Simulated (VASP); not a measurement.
OSZICAR of a VASP run on CdTe (space group F-43m):

OSZICAR:
```
       N       E                     dE             d eps       ncg     rms          rms(c)
DAV:   1     0.734074435236E+02    0.73407E+02   -0.62484E+03   432   0.760E+02
DAV:   2    -0.196464789945E+01   -0.75372E+02   -0.73342E+02   501   0.224E+02
DAV:   3    -0.442083060321E+01   -0.24562E+01   -0.24539E+01   481   0.432E+01
DAV:   4    -0.444553540326E+01   -0.24705E-01   -0.24704E-01   609   0.366E+00
DAV:   5    -0.444558679834E+01   -0.51395E-04   -0.51395E-04   471   0.148E-01    0.573E+00
DAV:   6    -0.423579270641E+01    0.20979E+00   -0.41258E-01   466   0.770E+00    0.457E+00
DAV:   7    -0.422084376717E+01    0.14949E-01   -0.13078E-01   461   0.253E+00    0.164E+00
DAV:   8    -0.422292248592E+01   -0.20787E-02   -0.11735E-02   441   0.138E+00    0.503E-01
DAV:   9    -0.422376809689E+01   -0.84561E-03   -0.15459E-03   479   0.402E-01    0.102E-01
DAV:  10    -0.422390411705E+01   -0.13602E-03   -0.15852E-04   461   0.127E-01    0.537E-02
DAV:  11    -0.422401952946E+01   -0.11541E-03   -0.22810E-04   441   0.966E-02    0.296E-02
DAV:  12    -0.422401953361E+01   -0.41473E-08   -0.30449E-06   486   0.163E-02
   1 F= -.42240195E+01 E0= -.42240158E+01  d E =-.748712E-05
```

**Question.** Which electronic solver shows in the log?

**Answer.** It is blocked Davidson (ALGO = Normal, or the opening steps of other solvers). The INCAR had ALGO = Normal.

**Question.** Can the final energy be trusted as converged?

**Answer.** The calculation finished and met its thresholds. It stopped with EDIFF = 1E-6, NELM = 100 (revPBE GGA, plane waves, VASP's PBE PAW potentials (set 64)).

The structure comes from a computed database's CdTe entry; how it stands against other phases isn't given here. The cell was not relaxed at this level.
